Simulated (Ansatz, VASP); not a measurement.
# Cross-check of BP between VASP and Ansatz

Aim: how closely do two programs agree when they are given the same cell, functional and k mesh? The cell is taken from a series of runs on this material, whose earlier steps may have relaxed, scaled, displaced or heated it; both programs get it as it stands.

Calculated with Ansatz 0.2.0; plane waves, with VASP 6.6.1 beside it; relaxation of cell and atoms at r2SCAN.

## Step 1: The starting structure

It takes space group F-43m (No. 216, cubic). Conventional cell: a = 4.537 Å, b = 4.537 Å, c = 4.537 Å, α = 90.00°, β = 90.00°, γ = 90.00°. Nearest to B lie 4 P at 1.96 Å. P has 4 B at 1.96 Å nearest. Farther neighbours are not listed.

## Step 2: Ansatz: relaxation of cell and atoms, r2SCAN

Ansatz runs on its default PAW (the set named soft_2) files.

The relaxed volume is the usual yardstick between codes: in a stiff, nearly cubic crystal its relative difference is about their pressure difference at one cell divided by the bulk modulus.

input.yaml

```yaml
crystal:
  lattice:
    - [0.0, 2.2682668186, 2.2682668186]
    - [2.2682668186, 0.0, 2.2682668186]
    - [2.2682668186, 2.2682668186, 0.0]
  atoms:
    - { symbol: B, position: [0.0, 0.0, 0.0] }
    - { symbol: P, position: [0.25, 0.25, 0.25] }
kpoints:
  mp_grid: { grid: [12, 12, 12] }
hamiltonian:
  xc: r2scan
scf:
  occupations: { method: fixed }
output:
  forces: true
  stress: true
  eigenvalues: true
relax:
  adjacent_minimum: "off"
  f_tol: 0.001
  max_steps: 60
  cell: { stress_tol: 0.01 }
```

Command:

```sh
$ ansatz run input.yaml --threads 4 --pin off --max-ram 16384MiB --backend cpu --events-out ev --progress --plain --runs-dir out
```

Numbers of over 12 decimals in the logs are rounded to 6 here.

Output:

```text
Engine: ansatz 0.2.0, aarch64-unknown-linux-gnu
Pseudopotentials: kind: paw
Pseudopotential: B, paw, valence charge 3, recommended cutoff 500 eV (meta_gga), B.paw.azcp
Pseudopotential: P, paw, valence charge 5, recommended cutoff 500 eV (meta_gga), P.paw.azcp
Functional definition: r2SCAN
  parameter k0 = 0.174
  parameter k1 = 0.065
  parameter a1 = 4.9479
  exchange = r2scan_x(k0 = k0, k1 = k1, a1 = a1)
  correlation = r2scan_c
Crystal: 2 atoms, lattice volume = 23.341 Å³
Basis set: ecut = 500 eV, 609 PW (Γ), exchange–correlation on 96×96×96 points (64 copies of the dense FFT grid, shifted against one another)
Bands: 8, of which v1, the nominal top of the filled ones, is band 4 counted from 1 (3 counted from 0)
Symmetry: 24 space group operations
Space group: F-43m (ITA 216), of the structure as read, at distance tolerance 2.9e-5 Å
k-points: 72 of 1728 (time reversal used)
Non-local potential: B, projectors of the file, l = 0: 2, l = 1: 2, l = 2: 1
Non-local potential: P, projectors of the file, l = 0: 2, l = 1: 2, l = 2: 2
PAW form: soft (Blöchl's): semilocal exchange-correlation on the pseudo side does not see the compensation charge
PAW frozen core: B, regenerated for the run's functional (the file was generated under x = pbe(κ = 0.804, μ = 0.219515), c = pbe(β = 0.066725))
PAW frozen core: P, regenerated for the run's functional (the file was generated under x = pbe(κ = 0.804, μ = 0.219515), c = pbe(β = 0.066725))
PAW one-centre angular grid: B, 302 points (default); XC on 160 Gauss nodes
PAW one-centre angular grid: P, 302 points (default); XC on 160 Gauss nodes
Initial density: superposition of atomic densities (neutral atoms: chi_scale 0, normalization atom), corrected by the library's trained network
Initial wavefunctions: pseudopotential atomic-orbital guess
Functional: x = r2scan, c = r2scan; τ floored in thin density (d = 2e-4 eV/Å³)
SCF iter   1: F=—  HF=-916.651431 eV  |F-HF|=—  |Δ(HF+E_count)|=         —  Δρ=4.40e-3  dr2=2.28e-3  dr2_τ=1.31e-1  ethr=1.77e-3  ⟨swp⟩=5.1  Hψ=4247  notcnv=0  defer=133
preconditioner: auto → none  [insulator: Δε(μ)=1.364 eV  Ē_g=13.609 eV  n_scr=0 (ndim 8)  ℏωp=21.7 eV  f_vac=0.000  ε∞_Penn≈3.6]
SCF iter   2: F=—  HF=-916.687304 eV  |F-HF|=—  |Δ(HF+E_count)|=   3.59e-2  Δρ=2.93e-3  dr2=9.33e-4  dr2_τ=3.90e-5  ethr=2.86e-5  ⟨swp⟩=3.0  Hψ=1722  notcnv=0  defer=138
SCF iter   3: F=—  HF=-916.687449 eV  |F-HF|=—  |Δ(HF+E_count)|=   1.46e-4  Δρ=9.40e-4  dr2=2.36e-4  dr2_τ=1.62e-5  ethr=1.17e-5  ⟨swp⟩=2.8  Hψ=1007  notcnv=0  defer=136
SCF iter   4: F=—  HF=-916.687387 eV  |F-HF|=—  |Δ(HF+E_count)|=   6.24e-5  Δρ=2.78e-4  dr2=9.93e-6  dr2_τ=6.47e-7  ethr=2.95e-6  ⟨swp⟩=2.5  Hψ=887  notcnv=0  defer=136
SCF iter   5: F=—  HF=-916.687389 eV  |F-HF|=—  |Δ(HF+E_count)|=   1.58e-6  Δρ=4.69e-5  dr2=2.28e-7  dr2_τ=2.49e-8  ethr=1.24e-7  ⟨swp⟩=2.2  Hψ=856  notcnv=0  defer=123
SCF iter   6: F=-916.687389 eV  HF=-916.687389 eV  |F-HF|=5.05e-9  |Δ(HF+E_count)|=   5.07e-8  Δρ=7.37e-6  dr2=5.42e-9  dr2_τ=4.45e-10  ethr=1.25e-9  ⟨swp⟩=8.3  Hψ=3745  notcnv=0
SCF 1 converged in 6 iterations: F = -916.687389 eV  dr2 = 5.42e-9
  greatest PAW one-centre occupation: 0.773 electrons in one spin orbital (limit 2), on the P atom at site 1 (counted from 0), in its partial waves of l = 0
relax step   1: F+E_penalty+E_count = -916.68738875 eV  Δ(F+E_penalty+E_count) = +0.000e0 eV  max|allowed force component| = 3.423e-16 eV/Å  Δτ_max = 0.0000 Å  P = -0.002 GPa  Ω = 23.341 Å³  (6 SCF iters, dr2 threshold 1.00e-7 eV, accepted)
Initial density: handed on by an earlier stage of this run
Initial wavefunctions: pseudopotential atomic-orbital guess (no wavefunctions were taken with the density)
iter 1 solved again at ethr=6.05e-7 eV; its pass at ethr=3.10e-3 eV (dr2=4.84e-5 eV) is discarded
SCF iter   1: F=—  HF=-916.687389 eV  |F-HF|=—  |Δ(HF+E_count)|=         —  Δρ=7.60e-6  dr2=6.42e-9  dr2_τ=4.78e-10  ethr=6.05e-7  ⟨swp⟩=3.3  Hψ=5972  notcnv=0  defer=138
eigensolver tolerance schedule: the retry pair's looser diagonalisation over-reported the residual by 7537.26 of it (diagonalisation noise at an unbounded share of the residual, at the tolerance the schedule requests for it); recorded, not acted on — ethr = c·dr2/N_el stays at c = 1.0e-1
preconditioner: auto → none  [insulator: Δε(μ)=1.411 eV  Ē_g=13.599 eV  n_scr=0 (ndim 8)  ℏωp=21.7 eV  f_vac=0.000  ε∞_Penn≈3.6]
SCF iter   2: F=—  HF=-916.687389 eV  |F-HF|=—  |Δ(HF+E_count)|=   6.19e-7  Δρ=3.86e-6  dr2=1.43e-9  dr2_τ=8.24e-11  ethr=8.02e-11  ⟨swp⟩=2.9  Hψ=1013  notcnv=0  defer=131
SCF iter   3: F=—  HF=-916.687389 eV  |F-HF|=—  |Δ(HF+E_count)|=   1.28e-9  Δρ=1.45e-6  dr2=2.27e-10  dr2_τ=2.45e-11  ethr=1.79e-11  ⟨swp⟩=2.2  Hψ=867  notcnv=0  defer=131
SCF iter   4: F=—  HF=-916.687389 eV  |F-HF|=—  |Δ(HF+E_count)|=  2.42e-10  Δρ=1.81e-7  dr2=7.26e-12  dr2_τ=2.99e-13  ethr=2.84e-12  ⟨swp⟩=2.8  Hψ=936  notcnv=0  defer=131
SCF iter   5: F=-916.687389 eV  HF=-916.687389 eV  |F-HF|=3.41e-13  |Δ(HF+E_count)|=  1.82e-12  Δρ=2.58e-8  dr2=4.66e-14  dr2_τ=5.73e-15  ethr=1.00e-12  ⟨swp⟩=10.4  Hψ=3959  notcnv=0
SCF 2 converged in 5 iterations: F = -916.687389 eV  dr2 = 4.66e-14
relax step   2: F+E_penalty+E_count = -916.68738875 eV  Δ(F+E_penalty+E_count) = -9.264e-10 eV  max|allowed force component| = 3.608e-16 eV/Å  Δτ_max = 0.0000 Å  P = -0.002 GPa  Ω = 23.341 Å³  stress off target by 1.77e-3 GPa  SCF on the basis re-selected at this cell (its energy is not comparable with the rows above)  (5 SCF iters)
basis re-selected at this cell: Δ(F+E_penalty+E_count) = -9.264e-10 eV, ΔP = +0.000 GPa vs the last step (what re-selecting the basis moved, of the pressure what is left beyond the Pulay correction that the steps carried, after the strain that the cell walked since its last selection, with what the two solves' SCF thresholds leave and, on support functions, any second-order correction that the steps lacked; it is no  [...]
SCF converged after 5 iterations
Free energy (F): -916.687389 eV
Harris-Foulkes:  -916.687389 eV  (|F-HF|=3.41e-13)
Internal energy: -916.687389 eV  (E = F + TS)
E sigma→0 (E₀):  -916.687389 eV
Fermi energy:    9.247539 eV
--- Per-component energies (eV) ---
  E_band       = 19.154464
  E_kinetic    = 121.487151
  E_local      = -66.747279  (includes V_loc(G=0)·N_el)
  E_nonlocal   = 44.163805
  E_hartree    = 17.035938
  E_xc         = -91.100956
  E_vxc        = -108.133824  (∫ρ·V_xc dr)
  E_paw        = -655.832964  (= ΣΔE_a)
  E_vpaw       = -10.620928  (= ΣTr[D̂ρ^β])
  E_aug_tail   = -0.000001  (compensation charges beyond the density's cutoff)
  E_vtau       = 4.933664  (kinetic-family band-sum trace: ∫τ·v_τ [+ j·A + Jᵃ·Aᵃ] dr)
  E_ewald      = -285.583799
  E_core_change = -0.109284  (= ΣΔE_core)
  E_smearing   = -0.000000  (= −TS)
  E_closure    = -0.000000  (closes the sum)
  Σ components = -916.687389   (vs F -916.687389, Δ=0.00e0)
--- Forces (eV/Å), atoms counted from 1 ---
  atom   1  B      0.00000000     0.00000000     0.00000000
  atom   2  P     -0.00000000     0.00000000     0.00000000
  max |Σ_I F_I| component: 2.41e-16 eV/Å
--- Stress (GPa, compression-positive) ---
       -0.001774      -0.000000      -0.000000
        0.000000      -0.001774       0.000000
        0.000000       0.000000      -0.001774
  P = ⅓ Tr σ = -0.0018 GPa (-0.018 kbar)
--- Band table (eV; the first three rows and the last of 72) ---
  k-point 0: bands = ["-7.0382", "9.2475", "9.2475", "9.2475", "12.8492", "12.8492", "12.8492", "17.2429"]
  k-point 1: bands = ["-6.9065", "8.2309", "9.0198", "9.0198", "13.1644", "13.1644", "13.2480", "17.6239"]
  k-point 2: bands = ["-6.5147", "6.2517", "8.5393", "8.5393", "13.5706", "13.8132", "13.8132", "18.5961"]
  k-point 71: bands = ["-1.5861", "0.6163", "3.3038", "3.5061", "14.9910", "16.4130", "17.0358", "17.1313"]
--- Relaxed structure (1 steps of the walk, 1 accepted, 1 SCFs on fresh bases) ---
  F+E_penalty+E_count = -916.68738875 eV   max|allowed force component| = 3.608e-16 eV/Å   (the final SCF, on the basis selected at the relaxed cell)
  cell:  # Å, volume = 23.3406 Å³
    - [0.0, 2.2682668186, 2.2682668186]
    - [2.2682668186, 0.0, 2.2682668186]
    - [2.2682668186, 2.2682668186, 0.0]
  atoms:
    - { symbol: B, position: [0.0, 0.0, 0.0] }
    - { symbol: P, position: [0.25, 0.25, 0.25] }
```

## Step 3: VASP: relaxation of cell and atoms, r2SCAN

The same cell, functional and mesh now go to VASP, with its own data sets.

Lines of VASP's logs that name or quote its potential files are left out, and so is its time.

INCAR

```
SYSTEM = BP
PREC = Accurate
ENCUT = 550
EDIFF = 1E-07
NELM = 120
ISMEAR = 0
SIGMA = 0.01
LREAL = .FALSE.
ALGO = Normal
METAGGA = R2SCAN
LASPH = .TRUE.
NBANDS = 10
LORBIT = 11
LWAVE = .FALSE.
LCHARG = .FALSE.
ISIF = 3
IBRION = 2
NSW = 80
EDIFFG = -0.005
GGA_COMPAT = .FALSE.
NELMIN = 4
EFERMI = MIDGAP
LMIXTAU = .TRUE.
```

POSCAR

```
BP
1.0
    0.0000000000      2.2682670000      2.2682670000
    2.2682670000      0.0000000000      2.2682670000
    2.2682670000      2.2682670000      0.0000000000
B P
1 1
Direct
    0.0000000000      0.0000000000      0.0000000000
    0.2500000000      0.2500000000      0.2500000000
```

KPOINTS

```
Automatic mesh
0
Gamma
12 12 12
0 0 0
```

Potentials, in the order of the species: B and P (PBE family, release 64).

Command:

```sh
$ mpirun -np 1 vasp_std
```

Output:

```text
[banner, memory and clock lines left out]
running    1 mpi-ranks, on    1 nodes
 distrk:  each k-point on    1 cores,    1 groups
 distr:  one band on    1 cores,    1 groups

 POSCAR found type information on POSCAR B P
 POSCAR found :  2 types and       2 ions
|                                                                             |
|               ----> ADVICE to this user running VASP <----                  |
|                                                                             |
|     You enforced a specific xc type in the INCAR file but a different       |
|     [... a line on the potential file left out ...]
|     I HOPE YOU KNOW WHAT YOU ARE DOING!                                     |
|                                                                             |

 LDA part: xc-table for (None), standard interpolation
 POSCAR, INCAR and KPOINTS ok, starting setup
 FFT: planning ... GRIDC
 FFT: planning ... GRID_SOFT
 FFT: planning ... GRID
 WAVECAR not read
 entering main loop
       N       E                     dE             d eps       ncg     rms          rms(c)
DAV:   1     0.566747473089E+01    0.56675E+01   -0.42269E+03  1448   0.773E+02
DAV:   2    -0.185793830813E+02   -0.24247E+02   -0.23104E+02  2030   0.120E+02
DAV:   3    -0.191755940935E+02   -0.59621E+00   -0.59495E+00  1742   0.172E+01
DAV:   4    -0.191777637028E+02   -0.21696E-02   -0.21693E-02  1824   0.118E+00
DAV:   5    -0.191777722483E+02   -0.85455E-05   -0.85454E-05  1660   0.696E-02    0.793E+00
DAV:   6    -0.172819511587E+02    0.18958E+01   -0.12005E+00  1720   0.652E+00    0.494E+00
DAV:   7    -0.171700212886E+02    0.11193E+00   -0.39979E-01  1494   0.386E+00    0.118E+00
DAV:   8    -0.171745102314E+02   -0.44889E-02   -0.21725E-01  1464   0.372E+00    0.537E-01
DAV:   9    -0.172650413788E+02   -0.90531E-01   -0.11889E-02  1678   0.873E-01    0.349E-01
DAV:  10    -0.172736860343E+02   -0.86447E-02   -0.79337E-04  1640   0.234E-01    0.314E-01
DAV:  11    -0.173105180363E+02   -0.36832E-01   -0.80859E-03  1446   0.862E-01    0.961E-02
DAV:  12    -0.173123874999E+02   -0.18695E-02   -0.35727E-03  1664   0.534E-01    0.538E-02
DAV:  13    -0.173124096880E+02   -0.22188E-04   -0.48249E-05  1616   0.598E-02    0.537E-02
DAV:  14    -0.173124828740E+02   -0.73186E-04   -0.28492E-05  1586   0.475E-02    0.805E-02
DAV:  15    -0.173125928706E+02   -0.11000E-03   -0.83731E-05  1536   0.806E-02    0.383E-02
DAV:  16    -0.173126011676E+02   -0.82971E-05   -0.52610E-06  1724   0.239E-02    0.349E-02
DAV:  17    -0.173126003338E+02    0.83387E-06   -0.54061E-07  1562   0.856E-03    0.151E-02
DAV:  18    -0.173126019980E+02   -0.16642E-05   -0.11703E-06  1490   0.889E-03    0.148E-03
DAV:  19    -0.173126015690E+02    0.42896E-06   -0.16283E-07  1166   0.339E-03    0.803E-04
DAV:  20    -0.173126017436E+02   -0.17453E-06   -0.43323E-08   798   0.180E-03    0.627E-04
DAV:  21    -0.173126017044E+02    0.39183E-07   -0.56411E-09   742   0.611E-04
   1 F= -.17312602E+02 E0= -.17312602E+02  d E =-.173126E+02
 curvature:   0.00 expect dE= 0.000E+00 dE for cont linesearch  0.000E+00
 trial: gam= 0.00000 g(F)=  0.159E-48 g(S)=  0.405E-03 ort = 0.000E+00 (trialstep = 0.100E+01)
 search vector abs. value=  0.405E-03
 bond charge predicted
       N       E                     dE             d eps       ncg     rms          rms(c)
DAV:   1    -0.173127453459E+02   -0.14360E-03   -0.74634E-03  1624   0.571E-01    0.121E-01
DAV:   2    -0.173126559909E+02    0.89355E-04   -0.38980E-04  1668   0.131E-01    0.711E-02
DAV:   3    -0.173126207900E+02    0.35201E-04   -0.10347E-04  1536   0.771E-02    0.234E-02
DAV:   4    -0.173126460230E+02   -0.25233E-04   -0.18305E-05  1492   0.362E-02    0.212E-02
DAV:   5    -0.173126303969E+02    0.15626E-04   -0.11012E-05  1446   0.277E-02    0.785E-03
DAV:   6    -0.173126460317E+02   -0.15635E-04   -0.93760E-06  1456   0.257E-02    0.530E-03
DAV:   7    -0.173126480453E+02   -0.20135E-05   -0.83115E-07  1540   0.862E-03    0.354E-03
DAV:   8    -0.173126480474E+02   -0.20807E-08   -0.15273E-07  1334   0.345E-03
   2 F= -.17312648E+02 E0= -.17312648E+02  d E =-.463430E-04
 trial-energy change:   -0.000046  1 .order   -0.000040   -0.000405    0.000324
 step:   0.5674(harm=  0.5555)  dis= 0.00000  next Energy=   -17.312718 (dE=-0.116E-03)
 bond charge predicted
       N       E                     dE             d eps       ncg     rms          rms(c)
DAV:   1    -0.173127378634E+02   -0.89818E-04   -0.14010E-03  1622   0.247E-01    0.527E-02
DAV:   2    -0.173127213468E+02    0.16517E-04   -0.73668E-05  1660   0.571E-02    0.310E-02
DAV:   3    -0.173127133719E+02    0.79748E-05   -0.19396E-05  1530   0.336E-02    0.988E-03
DAV:   4    -0.173127179236E+02   -0.45517E-05   -0.35776E-06  1486   0.160E-02    0.900E-03
DAV:   5    -0.173127137459E+02    0.41777E-05   -0.21286E-06  1446   0.122E-02    0.337E-03
DAV:   6    -0.173127169917E+02   -0.32458E-05   -0.18226E-06  1454   0.114E-02    0.230E-03
DAV:   7    -0.173127170685E+02   -0.76746E-07   -0.16402E-07  1502   0.385E-03
   3 F= -.17312717E+02 E0= -.17312717E+02  d E =-.115364E-03
 curvature:  -0.28 expect dE=-0.404E-07 dE for cont linesearch -0.404E-07
 trial: gam= 0.00000 g(F)=  0.186E-48 g(S)=  0.146E-06 ort =-0.768E-05 (trialstep = 0.913E+00)
 search vector abs. value=  0.146E-06
 reached required accuracy - stopping structural energy minimisation
```

From OUTCAR (step 3):

```text
ion  position               nearest neighbor table
   1  0.000  0.000  0.000-   2 1.96   2 1.96   2 1.96   2 1.96
   2  0.250  0.250  0.250-   1 1.96   1 1.96   1 1.96   1 1.96

  LATTYP: Found a face centered cubic cell.
 ALAT       =     4.5365340000

 Subroutine GETGRP returns: Found 24 space group operations
 (whereof 24 operations were pure point group operations)

The static configuration has the point symmetry T_d .

 Found     72 irreducible k-points:

   k-points           NKPTS =     72   k-points in BZ     NKDIM =     72   number of bands    NBANDS=     10

   dimension x,y,z NGX =    28 NGY =   28 NGZ =   28
   dimension x,y,z NGXF=    56 NGYF=   56 NGZF=   56

   ENCUT  =  550.0 eV  40.42 Ry    6.36 a.u.   6.13  6.13  6.13*2*pi/ulx,y,z

   NELECT =       8.0000    total number of electrons

 k-points in reciprocal lattice and weights: Automatic mesh
   0.00000000  0.00000000  0.00000000       0.001
   0.08333333  0.00000000  0.00000000       0.005
   0.16666667  0.00000000  0.00000000       0.005
   0.25000000  0.00000000  0.00000000       0.005
   0.33333333  0.00000000  0.00000000       0.005
   0.41666667  0.00000000  0.00000000       0.005
   0.50000000  0.00000000  0.00000000       0.002
   0.08333333  0.08333333  0.00000000       0.003
   0.16666667  0.08333333  0.00000000       0.014
[...]
-0.33333333  0.50000000  0.16666667       0.007
  -0.25000000  0.50000000  0.25000000       0.003

 average (electrostatic) potential at core
       1 -26.0146       2 -84.2731

 E-fermi :   8.1554

 k-point     1 :       0.0000    0.0000    0.0000
  band No.  band energies     occupation
      1      -8.8596      2.00000
      2       7.4367      2.00000
      3       7.4367      2.00000
      4       7.4367      2.00000
      5      11.0836      0.00000
      6      11.0836      0.00000
      7      11.0836      0.00000
      8      15.5123      0.00000
      9      19.8722      0.00000
    ...

 k-point     2 :       0.0833    0.0000    0.0000
  band No.  band energies     occupation
      1      -8.7275      2.00000
      2       6.4234      2.00000
      3       7.2100      2.00000
      4       7.2100      2.00000
      5      11.3992      0.00000
      6      11.3992      0.00000
      7      11.4809      0.00000
      8      15.8904      0.00000
      9      19.5780      0.00000
    ...

 k-point     3 :       0.1667    0.0000    0.0000
  band No.  band energies     occupation
      1      -8.3347      2.00000
      2       4.4449      2.00000
      3       6.7305      2.00000
      4       6.7305      2.00000
      5      11.8067      0.00000
      6      12.0502      0.00000
      7      12.0502      0.00000
      8      16.8540      0.00000
      9      18.9129      0.00000
    ...

  Total        0.0014183      0.0014183      0.0014183     -0.0000000      0.0000000      0.0000000
  in kB        0.0976577      0.0976577      0.0976577     -0.0000000      0.0000000      0.0000000
  external PRESSURE =       0.0976577 kB  Pullay stress =       0.0000000 kB

  energy-cutoff  :      550.00
  volume of cell :       23.27
      direct lattice vectors                 reciprocal lattice vectors
    -0.000000000  2.265945149  2.265945149    -0.220658475  0.220658475  0.220658475
     2.265945149  0.000000000  2.265945149     0.220658475 -0.220658475  0.220658475
     2.265945149  2.265945149 -0.000000000     0.220658475  0.220658475 -0.220658475

 POSITION                                       TOTAL-FORCE (eV/Angst)
 -----------------------------------------------------------------------------------
     -0.00000      0.00000      0.00000        -0.000000      0.000000      0.000000
      1.13297      1.13297      1.13297         0.000000     -0.000000     -0.000000
 -----------------------------------------------------------------------------------
    total drift:                               -0.000000     -0.000000     -0.000000

  FREE ENERGIE OF THE ION-ELECTRON SYSTEM (eV)
  ---------------------------------------------------
  free  energy   TOTEN  =       -17.3127170685 eV

  energy  without entropy=      -17.3127170685  energy(sigma->0) =      -17.31271707

 reached required accuracy - stopping structural energy minimisation

 total charge
# of ion       s       p       d       tot
------------------------------------------
    1        0.680   1.275   0.000   1.955
    2        0.985   1.590   0.000   2.575
--------------------------------------------------
tot          1.665   2.865   0.000   4.530

[... 3 further parts left out ...]
```

CONTCAR:

```
BP
   1.00000000000000
    -0.0000000000000000    2.2659451487288376    2.2659451487288380
     2.2659451487288376    0.0000000000000000    2.2659451487288380
     2.2659451487288376    2.2659451487288376   -0.0000000000000000
  B               P
     1     1
Direct
     0.0000000000000000    0.0000000000000000    0.0000000000000000
     0.2500000000000000    0.2500000000000000    0.2500000000000000
```

## Step 4: Comparison

Known differences besides the potentials themselves: VASP keeps PBE cores, Ansatz makes them for the functional; fixed occupations in Ansatz, narrow Gaussian smearing in VASP; the cutoff is 500 eV in Ansatz and 550 eV in VASP; Ansatz adds a Pulay correction to the stress that steers its cell, VASP none. Total energies have different zeros and are not compared.

The two programs side by side:

```csv
quantity,Ansatz,VASP,difference
volume (Å³),23.34,23.27,+0.31 %
"edge a after relaxation, in the typed setting (Å)",3.208,3.204,+0.10 %
```

## Step 5: Outcome

```
difference in volume (relaxation of cell and atoms, r2SCAN) : 0.31 %
```

What this shows: The difference in volume is 0.31 % (relaxation of cell and atoms, r2SCAN), within the 1.2 % picked in this series as the mark of a large difference, as far as the stopping tolerances let one tell. Such differences can come from data sets, numerical settings and the points named under the comparisons, not from the functional's error against experiment.

[Lines on the potential files, build, host, timing and source positions are cut from VASP's logs without a mark.]

[Logs are printed without paths, hosts, clocks, repeated set-up lines and the standing remarks that a program may print on its own settings, such as how far it seeks lower states.]

[Hosts, paths, dates, database ids (printed as entryN), source tags and the programs' standing remarks are cut or masked in the printed files.]
